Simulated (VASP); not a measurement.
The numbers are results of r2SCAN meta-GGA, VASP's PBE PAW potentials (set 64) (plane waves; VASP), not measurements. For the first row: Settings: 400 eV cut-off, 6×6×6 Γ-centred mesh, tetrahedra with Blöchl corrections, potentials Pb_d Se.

| system | energy (eV/atom) |
|---|---|
| PbSe (space group Cmcm) | -35.9305 |
| Pb (fcc) | -56.2815 |
| Se (trig) | -14.3080 |

The references are the elements' solids at the same level; no temperature or zero-point terms are added.    Spin-orbit coupling is left out, which shifts such energies by up to tenths of an eV for the heavy elements here.

Task: What is the formation energy per atom of PbSe?

Result: The references average (2×(-56.2815) + 2×(-14.3080))/4 = -35.2948 eV, so the formation energy is -35.9305 − (-35.2948) = -0.636 eV/atom.
